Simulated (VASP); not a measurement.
# VCr2Si2: single point with PBE

VCr2Si2:

```
CELL_PARAMETERS angstrom
3.15780 0.00000 0.00000
1.57890 -5.13613 0.00000
0.00000 0.00000 -7.74402
ATOMIC_POSITIONS crystal
Cr 0.14200 0.71600 0.93100
Cr 0.85800 0.28400 0.43100
Cr 0.85800 0.28400 0.06900
Cr 0.14200 0.71600 0.56900
V 0.40600 0.18800 0.75000
V 0.59400 0.81200 0.25000
Si 0.75500 0.49000 0.75000
Si 0.24500 0.51000 0.25000
Si 0.50000 0.00000 0.00000
Si 0.50000 0.00000 0.50000
```

The cell was built by a generator and needn't be a form met in nature.

```
Program                : VASP 6.6.1
Task                   : single point
Functional             : PBE
Potentials or basis    : VASP PAW PBE potentials, release 64 (Cr_pv, V_sv, Si)
Cutoff                 : 520 eV
k mesh                 : 6 × 6 × 3
Occupations            : gaussian, width 0.1595 eV
Spin                   : no spin polarisation
Dipole correction      : no
Further INCAR settings : ALGO = Fast; EDIFF = 1e-06; NBANDS = 56
```

The pressure is 19.5 GPa. The largest force is 2.596 eV/Å. The band gap on the k mesh is none (metal or under the smearing width).

Forces in eV/Å, atoms in the order of the input:
```
Cr   0.000  1.172 -0.165
Cr   0.000 -1.172 -0.165
Cr   0.000 -1.172  0.165
Cr   0.000  1.172  0.165
V    0.000  1.057  0.000
V    0.000 -1.057  0.000
Si   0.000 -2.596  0.000
Si   0.000  2.596  0.000
Si   0.000  0.000  0.000
Si   0.000  0.000  0.000
```

Stress tensor (GPa, compression positive):
```
22.83  0.00  0.00
 0.00 17.50  0.00
 0.00  0.00 18.16
```

Levels at points of the mesh, in eV from the Fermi level:
| k point | band 43 | band 44 | band 45 | band 46 | band 47 | band 48 |
| --- | --- | --- | --- | --- | --- | --- |
| (0.00, 0.00, 0.00) | -0.70 | -0.51 | -0.32 | -0.20 | -0.18 | -0.14 |
| (0.50, 0.00, 0.00) | -0.32 | -0.07 | 0.23 | 0.26 | 0.75 | 0.76 |
| (0.00, 0.50, 0.00) | -0.66 | -0.29 | -0.20 | -0.06 | 0.12 | 0.21 |

It took 4.3 min on 1 thread of Intel(R) Xeon(R) Platinum 8259CL CPU @ 2.50GHz (Skylake/Cascade Lake) (shared host), peak memory 0.32 GiB.

Caveat: so large a pressure means that the cell lies far from this level's equilibrium, or that cutoff or potentials fall short; forces of over 1 eV/Å show positions far from the minimum, so gaps and moduli don't describe the material at rest. Spin polarisation is off, so any magnetic state and its effect on volume and gap are missing.
